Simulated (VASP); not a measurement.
Method: revPBE GGA, VASP's PBE PAW potentials (set 64) (plane waves; VASP 6.6.1).

A VASP calculation is set up with these files.

KPOINTS:
```
Automatic mesh
0
Gamma
7 7 7
0 0 0
```

**INCAR**
```
! general
SYSTEM   =  AgCl
PREC     =  Accurate
ENCUT    =  520
LREAL    =  F
LASPH    =  T

! electronic loop
EDIFF    =  1E-6
NELM     =  100
ALGO     =  Normal
LMAXMIX  =  4

! smearing
ISMEAR   =  0
SIGMA    =  0.05

! functional
GGA      =  RE

! ions
IBRION   =  2
NSW      =  60
ISIF     =  3
EDIFFG   =  -0.01

! output
LWAVE    =  F
LCHARG   =  F
```

File POSCAR:
```
AgCl
1
    0.0000000000     2.8589889751     2.8589889751
    2.8589889751     0.0000000000     2.8589889751
    2.8589889751     2.8589889751     0.0000000000
Ag Cl
1 1
Direct
  0.0000000000   0.0000000000   0.0000000000
  0.5000000000   0.5000000000   0.5000000000
```

POTCAR, in this order: Ag Cl (PBE.64 set). Program: vasp_std.

Output

OSZICAR:
```
       N       E                     dE             d eps       ncg     rms          rms(c)
DAV:   1     0.105607447712E+03    0.10561E+03   -0.87261E+03   520   0.123E+03
DAV:   2    -0.167663504593E+00   -0.10578E+03   -0.98833E+02   620   0.254E+02
DAV:   3    -0.496017442265E+01   -0.47925E+01   -0.47756E+01   605   0.573E+01
DAV:   4    -0.500137035450E+01   -0.41196E-01   -0.41191E-01   605   0.594E+00
DAV:   5    -0.500199469797E+01   -0.62434E-03   -0.62434E-03   605   0.740E-01    0.495E+00
DAV:   6    -0.479732995149E+01    0.20466E+00   -0.33183E-01   545   0.746E+00    0.334E+00
DAV:   7    -0.479307737717E+01    0.42526E-02   -0.11545E-01   535   0.280E+00    0.182E+00
DAV:   8    -0.479401087999E+01   -0.93350E-03   -0.74774E-03   535   0.110E+00    0.233E-01
DAV:   9    -0.479425221884E+01   -0.24134E-03   -0.10170E-03   555   0.469E-01    0.501E-02
DAV:  10    -0.479444506584E+01   -0.19285E-03   -0.31680E-04   530   0.173E-01    0.498E-02
DAV:  11    -0.479446522241E+01   -0.20157E-04   -0.25197E-05   565   0.399E-02    0.621E-03
DAV:  12    -0.479446590488E+01   -0.68247E-06   -0.88132E-07   488   0.948E-03
   1 F= -.47944659E+01 E0= -.47944659E+01  d E =-.479447E+01
```

OUTCAR:
```
------------------------ aborting loop because EDIFF is reached ----------------------------------------
  FORCE on cell =-STRESS in cart. coord.  units (eV):
  Direction    XX          YY          ZZ          XY          YZ          ZX
  --------------------------------------------------------------------------------------
  Total       -0.0138605     -0.0138605     -0.0138605      0.0000000      0.0000000      0.0000000
  in kB       -0.4751412     -0.4751412     -0.4751412      0.0000000      0.0000000      0.0000000
  external PRESSURE =      -0.4751412 kB  Pullay stress =       0.0000000 kB
  volume of cell :       46.74
      direct lattice vectors                 reciprocal lattice vectors
     0.000000000  2.858988975  2.858988975    -0.174886998  0.174886998  0.174886998
     2.858988975  0.000000000  2.858988975     0.174886998 -0.174886998  0.174886998
     2.858988975  2.858988975  0.000000000     0.174886998  0.174886998 -0.174886998
  FREE ENERGIE OF THE ION-ELECTRON SYSTEM (eV)
  ---------------------------------------------------
  free  energy   TOTEN  =        -4.7944659049 eV

  energy  without entropy=       -4.7944659049  energy(sigma->0) =       -4.79446590

 reached required accuracy - stopping structural energy minimisation
```
(Selected blocks of OUTCAR.)

The compound is AgCl in the rock salt structure. It was relaxed first, which changed the volume by +9 %. The start is the result of an earlier pass.
